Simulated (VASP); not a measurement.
RbSi4P3: single point with PBE

Crystal: RbSi4P3.

```
Rb Si P
1.0
     4.15015    0.00000    0.00000
     0.00000    4.15015    0.00000
     0.00000    0.00000   10.29436
Rb Si P
1 4 3
Direct
  0.00000 0.00000 0.50000
  0.00000 0.50000 0.15773
  0.50000 0.00000 0.15773
  0.00000 0.50000 0.84227
  0.50000 0.00000 0.84227
  0.50000 0.50000 0.28642
  0.50000 0.50000 0.71358
  0.00000 0.00000 0.00000
```

The cell was built by a generator and needn't be a form met in nature.

```
Program                : VASP 6.6.1
Task                   : single point
Functional             : PBE
Potentials or basis    : VASP PAW PBE potentials, release 64 (Rb_sv, Si, P)
Cutoff                 : 520 eV
k mesh                 : 8 × 8 × 4
Occupations            : fermi-dirac, width 0.0618 eV
Spin                   : no spin polarisation
Dipole correction      : no
Further INCAR settings : ALGO = Fast; EDIFF = 1e-06; NBANDS = 30
```

The pressure is -1.6 GPa. The largest force is 0.712 eV/Å and the band gap on the k mesh is none (metal or under the smearing width).

Forces in eV/Å, atoms in the order of the input:
```
Rb   0.000  0.000  0.000
Si   0.000  0.000  0.402
Si   0.000  0.000  0.402
Si   0.000  0.000 -0.402
Si   0.000  0.000 -0.402
P    0.000  0.000 -0.712
P    0.000  0.000  0.712
P    0.000  0.000  0.000
```

Stress tensor (GPa, compression positive):
```
-1.34  0.00  0.00
 0.00 -1.34  0.00
 0.00  0.00 -2.07
```

Levels at points of the mesh, in eV from the Fermi level:
```
           k point  band 17  band 18  band 19  band 20  band 21  band 22  band 23  band 24
(0.00, 0.00, 0.00)    -2.72    -2.61    -1.80    -1.13    -0.62    -0.21     0.61     0.61
(0.50, 0.00, 0.00)    -2.50    -2.01    -1.65    -0.92     0.18     0.30     0.64     1.42
(0.50, 0.50, 0.00)    -2.41    -2.08    -2.08    -0.13     1.03     1.76     1.76     3.38
(0.00, 0.00, 0.50)    -2.74    -2.74    -1.68    -0.54    -0.47    -0.28     0.61     0.61
(0.50, 0.00, 0.50)    -2.36    -2.09    -1.70    -0.90    -0.08     0.31     0.60     1.62
(0.50, 0.50, 0.50)    -2.27    -1.97    -1.97     0.59     0.61     1.57     1.57     1.94
```

Wall time 4.3 min on 1 thread of Intel(R) Xeon(R) Platinum 8488C (Sapphire Rapids) (shared host), peak memory 0.4 GiB.
